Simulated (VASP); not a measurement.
**KBe18: single point with LDA**

The system is KBe18, a slab with vacuum.

```
CELL_PARAMETERS angstrom
4.58000 0.00000 0.00000
3.43500 5.94960 0.00000
0.00000 0.00000 15.58843
ATOMIC_POSITIONS crystal
Be 0.00000 0.00000 0.06415
Be 0.50000 0.00000 0.06415
Be 0.00000 0.33333 0.06415
Be 0.50000 0.33333 0.06415
Be 0.00000 0.66667 0.06415
Be 0.50000 0.66667 0.06415
Be 0.83142 0.22487 0.18002
Be 0.33142 0.22487 0.18002
Be 0.83233 0.55680 0.17813
Be 0.33233 0.55680 0.17813
Be 0.83065 0.89278 0.17900
Be 0.33065 0.89278 0.17900
Be 0.99898 0.99996 0.29495
Be 0.49898 0.99996 0.29495
Be 0.99770 0.33512 0.29520
Be 0.49770 0.33512 0.29520
Be 0.99844 0.66707 0.29041
Be 0.49844 0.66707 0.29041
K 0.24152 0.66896 0.46333
```

The cell was built by a generator and needn't be a form met in nature.

```json
{"Program": "VASP 6.6.1", "Task": "single point", "Functional": "LDA", "Potentials or basis": "VASP PAW LDA potentials, release 64 (Be, K_sv)", "Cutoff": "520 eV", "k mesh": "4 × 3 × 1", "Occupations": "fermi-dirac, width 0.05 eV", "Spin": "no spin polarisation"}
```

```json
{"Largest force": "0.114 eV/Å", "Band gap on the k mesh": "none (metal or under the smearing width)"}
```

Forces on the atoms (eV/Å):
```
Be  -0.008  0.038 -0.012
Be  -0.004  0.040  0.012
Be  -0.011 -0.025  0.025
Be  -0.004 -0.027 -0.003
Be  -0.007  0.034 -0.037
Be  -0.009  0.021 -0.037
Be   0.013 -0.020 -0.002
Be   0.013 -0.031 -0.001
Be   0.011 -0.009  0.021
Be   0.013 -0.013 -0.005
Be   0.000 -0.032  0.007
Be   0.028 -0.027 -0.006
Be  -0.016  0.039 -0.091
Be   0.003 -0.007  0.108
Be  -0.008  0.023  0.099
Be  -0.006 -0.014 -0.082
Be  -0.100  0.006 -0.055
Be   0.089 -0.003 -0.025
K    0.000  0.005  0.086
```

Levels at points of the mesh, in eV from the Fermi level:
```tsv
k point	band 21	band 22	band 23	band 24	band 25	band 26
(0.00, 0.00, 0.00)	-0.96	-0.14	-0.12	0.50	1.74	1.75
(0.50, 0.00, 0.00)	0.05	0.06	0.13	0.17	1.08	1.11
```

It took 5.8 min on 1 thread of Intel(R) Xeon(R) 6975P-C (Granite Rapids) (shared host), peak memory 0.4 GiB.

Caveat: the k mesh is coarse (spacing up to 0.40 Å⁻¹), so the values aren't converged.
